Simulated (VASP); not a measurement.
Given:

```
Ni
1.0
    2.30283     0.00000     0.00000
    0.00000     2.30283     0.00000
    0.00000     0.00000     2.30283
Ni
1
Direct
  0.00000   0.00000   0.00000
```
Starting moments (μB, in the order of the record's atoms Ni): 0.9.

These are r2SCAN meta-GGA, VASP's PBE PAW potentials (set 64) (plane waves; VASP) values and carry that method's errors. Numerical set-up: 400 eV cut-off, 18×18×18 Γ-centred mesh, tetrahedra with Blöchl corrections, potentials Ni.

Give the spin-up energies of bands 1 to 7 at the high-symmetry points, in eV from the Fermi level.

```json
[
 {"band": "1", "Γ": "-8.55", "X": "-4.44", "M": "-4.85", "R": "-3.91"},
 {"band": "2", "Γ": "-4.27", "X": "-3.83", "M": "-3.42", "R": "-3.91"},
 {"band": "3", "Γ": "-4.27", "X": "-1.97", "M": "-1.75", "R": "-3.91"},
 {"band": "4", "Γ": "-0.90", "X": "-1.97", "M": "-1.75", "R": "-0.04"},
 {"band": "5", "Γ": "-0.90", "X": "-1.24", "M": "-0.09", "R": "-0.04"},
 {"band": "6", "Γ": "-0.90", "X": "-0.80", "M": "5.39", "R": "12.41"},
 {"band": "7", "Γ": "20.55", "X": "3.57", "M": "5.39", "R": "12.41"}
]
```

Give the spin-down energies of bands 1 to 7 at the high-symmetry points, in eV from the Fermi level.

```
band      Γ      X      M      R
----  -----  -----  -----  -----
1     -8.60  -3.90  -4.05  -2.95
2     -3.31  -2.81  -2.46  -2.95
3     -3.31  -1.32  -0.53  -2.95
4      0.39  -0.77  -0.53   1.25
5      0.39  -0.77   1.18   1.25
6      0.39   0.49   5.41  12.59
7     20.77   4.35   5.41  12.59
```

It has no gap at this level: it comes out as a metal or semimetal.

The structure was generated: Ni was put into the simple-cubic type (Pm-3m), which need not be its known phase. The cell was not relaxed at this level.
